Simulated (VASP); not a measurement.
VASP runs on NiN (a trial cell in the NiAs structure, space group P6_3/mmc) share one base input (PBE GGA, plane waves, VASP's PBE PAW potentials (set 64)) and change the settings named in each case.

**INCAR**
```
SYSTEM=NiN
LWAVE=.FALSE.
LCHARG=.FALSE.
ENCUT=520
MAGMOM=2*2.0 2*0.0
ALGO=Normal
SIGMA=0.05   ! width (eV)
NELM=100   ! most electronic steps
LASPH=.TRUE.
ISMEAR=0   ! Gaussian
ISIF=2
PREC=Accurate
LORBIT=10
ISPIN=2
LMAXMIX=4
GGA=PE   ! PBE
LREAL=.FALSE.   ! projection in real space or not
EDIFF=1E-6   ! SCF stop (eV)
```

POSCAR:
```
NiN
1
    3.4808690000     0.0000000000     0.0000000000
   -1.7404350000     3.0145210000     0.0000000000
    0.0000000000     0.0000000000     4.8514790000
Ni N
2 2
Direct
  0.0000000000   0.0000000000   0.0000000000
  0.0000000000   0.0000000000   0.5000000000
  0.3333330000   0.6666670000   0.2500000000
  0.6666670000   0.3333330000   0.7500000000
```

File KPOINTS:
```
Automatic mesh
0
Gamma
7 7 4
0 0 0
```

POTCAR, in this order: Ni N (PBE.64 set). Program: vasp_std.

| change | E(σ→0) (eV/atom) | pressure (GPa) | moment (μB) | −TS (eV) |
|---|---|---|---|---|
| base run | -5.4580 | -37.25 | 0.41 | -0.0051 |
| LDAU = .TRUE., LDAUJ = 0 0, LDAUL = 2 -1, LDAUTYPE = 2, LDAUU = 1.0 0 | -5.1357 | -35.48 | 1.55 | -0.0050 |
| LDAU = .TRUE., LDAUJ = 0 0, LDAUL = 2 -1, LDAUTYPE = 2, LDAUU = 2.0 0 | -4.9068 | -32.40 | 2.01 | -0.0036 |
| LDAU = .TRUE., LDAUJ = 0 0, LDAUL = 2 -1, LDAUTYPE = 2, LDAUU = 3.0 0 | -4.7124 | -30.86 | 2.01 | -0.0033 |
| LDAU = .TRUE., LDAUJ = 0 0, LDAUL = 2 -1, LDAUTYPE = 2, LDAUU = 4.0 0 | -4.5419 | -29.63 | 2.00 | -0.0024 |
| LDAU = .TRUE., LDAUJ = 0 0, LDAUL = 2 -1, LDAUTYPE = 2, LDAUU = 5.0 0 | -4.3918 | -28.52 | 2.00 | -0.0020 |
| LDAU = .TRUE., LDAUJ = 0 0, LDAUL = 2 -1, LDAUTYPE = 2, LDAUU = 6.0 0 | -4.2599 | -27.57 | 2.00 | -0.0016 |
| LDAU = .TRUE., LDAUJ = 0 0, LDAUL = 2 -1, LDAUTYPE = 2, LDAUU = 8.0 0 | -4.0441 | -25.93 | 2.00 | -0.0019 |
| LDAU = .TRUE., LDAUJ = 0 0, LDAUL = 2 -1, LDAUTYPE = 2, LDAUU = 5.0 0, LMAXMIX = 2 | -4.3918 | -28.53 | 2.00 | -0.0020 |
 Energies of different potentials or functionals have different zeros. The moments were started parallel, and other spin orders were not tried in this run.

Left out are runs that ran out of time, are held back, or changed the cell or the kind of run, fixed moments of cells without a moment, rows past the twelfth, gaps on odd meshes, pressures of charged cells and columns that move by less than the noise.

The structure was generated: NiN was put into the NiAs type (P6_3/mmc), which need not be its known phase. The cell was not relaxed at this level.
